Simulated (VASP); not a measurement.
Level of theory: PBEsol GGA, VASP's PBE PAW potentials (set 64) (plane waves; VASP 6.6.1).

The input files of a VASP run:

POSCAR:
```
NiAl
2.8354580
  0.9999999826   0.0000000000   0.0000000000
  0.0000000000   0.9999999826   0.0000000000
  0.0000000000   0.0000000000   0.9999999826
Al Ni
1 1
Direct
  0.5000000000   0.5000000000   0.5000000000
  0.0000000000   0.0000000000   0.0000000000
```

### KPOINTS
```
kpoints
0
Gamma
  13 13 13
```

**INCAR**
```
ALGO = Normal
EDIFF = 1E-7
ENCUT = 520
GGA = PS
ISIF = 2
ISMEAR = 1
LASPH = .True.
LCHARG = .False.
LMAXMIX = 4
LREAL = .False.
LWAVE = .False.
NELM = 100
PREC = Accurate
SIGMA = 0.1
SYSTEM = NiAl
```

POTCAR, in this order: Al Ni (PBE.64 set). Program: vasp_std.

The resulting files:

OUTCAR:
```
 ion  position               nearest neighbor table
   1  0.500  0.500  0.500-   2 2.46   2 2.46   2 2.46   2 2.46   2 2.46   2 2.46   2 2.46   2 2.46
  LATTYP: Found a simple cubic cell.
 ALAT       =     2.8354579507
 Subroutine PRICEL returns:
 Original cell was already a primitive cell.
 Subroutine GETGRP returns: Found 48 space group operations
The static configuration has the point symmetry O_h .
The dynamic configuration has the point symmetry O_h .
 Subroutine INISYM returns: Found 48 space group operations
 Subroutine IBZKPT returns following result:
 Found     84 irreducible k-points:

 Following reciprocal coordinates:
            Coordinates               Weight
  0.000000  0.000000  0.000000      1.000000
  0.076923  0.000000  0.000000      6.000000
  0.153846  0.000000  0.000000      6.000000
  0.230769  0.000000  0.000000      6.000000
  0.307692  0.000000  0.000000      6.000000
  0.384615  0.000000  0.000000      6.000000
  0.461538  0.000000  0.000000      6.000000
  0.076923  0.076923  0.000000     12.000000
  0.153846  0.076923  0.000000     24.000000
  0.230769  0.076923  0.000000     24.000000
  0.307692  0.076923  0.000000     24.000000
  0.384615  0.076923  0.000000     24.000000
  0.461538  0.076923  0.000000     24.000000
  0.153846  0.153846  0.000000     12.000000
  0.230769  0.153846  0.000000     24.000000
  0.307692  0.153846  0.000000     24.000000
  0.384615  0.153846  0.000000     24.000000
  0.461538  0.153846  0.000000     24.000000
  0.230769  0.230769  0.000000     12.000000
  0.307692  0.230769  0.000000     24.000000
  0.384615  0.230769  0.000000     24.000000
  0.461538  0.230769  0.000000     24.000000
  0.307692  0.307692  0.000000     12.000000
  0.384615  0.307692  0.000000     24.000000
  0.461538  0.307692  0.000000     24.000000
  0.384615  0.384615  0.000000     12.000000
  0.461538  0.384615  0.000000     24.000000
  0.461538  0.461538  0.000000     12.000000
  0.076923  0.076923  0.076923      8.000000
  0.153846  0.076923  0.076923     24.000000
  0.230769  0.076923  0.076923     24.000000
  0.307692  0.076923  0.076923     24.000000
  0.384615  0.076923  0.076923     24.000000
  0.461538  0.076923  0.076923     24.000000
  0.153846  0.153846  0.076923     24.000000
  0.230769  0.153846  0.076923     48.000000
  0.307692  0.153846  0.076923     48.000000
  0.384615  0.153846  0.076923     48.000000
  0.461538  0.153846  0.076923     48.000000
  0.230769  0.230769  0.076923     24.000000
   k-points           NKPTS =     84   k-points in BZ     NKDIM =     84   number of bands    NBANDS=     10
   number of dos      NEDOS =    301   number of ions     NIONS =      2
   total plane-waves  NPLWV =  13824
   dimension x,y,z NGX =    24 NGY =   24 NGZ =   24
   dimension x,y,z NGXF=    48 NGYF=   48 NGZF=   48
   ions per type =               1   1
   PREC   = accura    normal or accurate (medium, high low for compatibility)
   ISTART =      0    job   : 0-new  1-cont  2-samecut
   ICHARG =      2    charge: 1-file 2-atom 10-const
   ISPIN  =      1    spin polarized calculation?
   LNONCOLLINEAR =      F non collinear calculations
   LSORBIT =      F    spin-orbit coupling
   INIWAV =      1    electr: 0-lowe 1-rand  2-diag
   ENCUT  =  520.0 eV  38.22 Ry    6.18 a.u.   5.27  5.27  5.27*2*pi/ulx,y,z
   NELM   =    100;   NELMIN=  2; NELMDL= -5     # of ELM steps
   EDIFF  = 0.1E-06   stopping-criterion for ELM
   LREAL  =      F    real-space projection
   NLSPLINE    = F    spline interpolate recip. space projectors
   LMAXMIX     =    4 max onsite mixed and CHGCAR
   VOSKOWN=      0    Vosko Wilk Nusair interpolation
...
```

### OSZICAR
```
       N       E                     dE             d eps       ncg     rms          rms(c)
DAV:   1     0.396227892222E+02    0.39623E+02   -0.57938E+03  1688   0.137E+03
DAV:   2    -0.119260614699E+02   -0.51549E+02   -0.48858E+02  1688   0.208E+02
DAV:   3    -0.132265233642E+02   -0.13005E+01   -0.12892E+01  1976   0.430E+01
DAV:   4    -0.132476692816E+02   -0.21146E-01   -0.21138E-01  1956   0.494E+00
DAV:   5    -0.132483029166E+02   -0.63364E-03   -0.63362E-03  1876   0.889E-01    0.130E+01
DAV:   6    -0.150364810991E+02   -0.17882E+01   -0.63061E+01  1880   0.140E+02    0.157E+01
DAV:   7    -0.116045743842E+02    0.34319E+01   -0.17562E+01  1856   0.823E+01    0.111E+00
DAV:   8    -0.115964664074E+02    0.81080E-02   -0.40376E-01  2062   0.808E+00    0.104E+00
DAV:   9    -0.115811836810E+02    0.15283E-01   -0.52497E-02  1952   0.376E+00    0.203E-01
DAV:  10    -0.115807441009E+02    0.43958E-03   -0.13796E-03  1934   0.569E-01    0.930E-02
DAV:  11    -0.115807389993E+02    0.51016E-05   -0.54480E-05  2368   0.934E-02    0.302E-02
DAV:  12    -0.115807373474E+02    0.16519E-05   -0.62465E-06  1938   0.444E-02    0.411E-03
DAV:  13    -0.115807370967E+02    0.25070E-06   -0.17503E-07  1246   0.439E-03    0.194E-03
DAV:  14    -0.115807370645E+02    0.32207E-07   -0.72562E-08   874   0.233E-03
   1 F= -.11580737E+02 E0= -.11580767E+02  d E =0.890235E-04
```

File OUTCAR:
```
------------------------ aborting loop because EDIFF is reached ----------------------------------------
  FORCE on cell =-STRESS in cart. coord.  units (eV):
  Direction    XX          YY          ZZ          XY          YZ          ZX
  --------------------------------------------------------------------------------------
  Total        0.7422225      0.7422225      0.7422225      0.0000000     -0.0000000      0.0000000
  in kB       52.1645001     52.1645001     52.1645001      0.0000000     -0.0000000      0.0000000
  external PRESSURE =      52.1645001 kB  Pullay stress =       0.0000000 kB
  volume of cell :       22.80
      direct lattice vectors                 reciprocal lattice vectors
     2.835457951  0.000000000  0.000000000     0.352676717  0.000000000  0.000000000
     0.000000000  2.835457951  0.000000000     0.000000000  0.352676717  0.000000000
     0.000000000  0.000000000  2.835457951     0.000000000  0.000000000  0.352676717
 POSITION                                       TOTAL-FORCE (eV/Angst)
 -----------------------------------------------------------------------------------
      1.41773      1.41773      1.41773         0.000000      0.000000      0.000000
      0.00000      0.00000      0.00000         0.000000      0.000000      0.000000
 -----------------------------------------------------------------------------------
    total drift:                                0.000000      0.000000      0.000000
  FREE ENERGIE OF THE ION-ELECTRON SYSTEM (eV)
  ---------------------------------------------------
  free  energy   TOTEN  =       -11.5807370645 eV

  energy  without entropy=      -11.5808260880  energy(sigma->0) =      -11.58076674
```
(Selected blocks of OUTCAR.)

The compound is NiAl in the CsCl type structure. This cell is one point of a volume scan, at 0.97 of the reference volume. The run is not spin-polarised, so no magnetic state was tried. The electron count is odd and the run is not spin-polarised, which forces a metal.
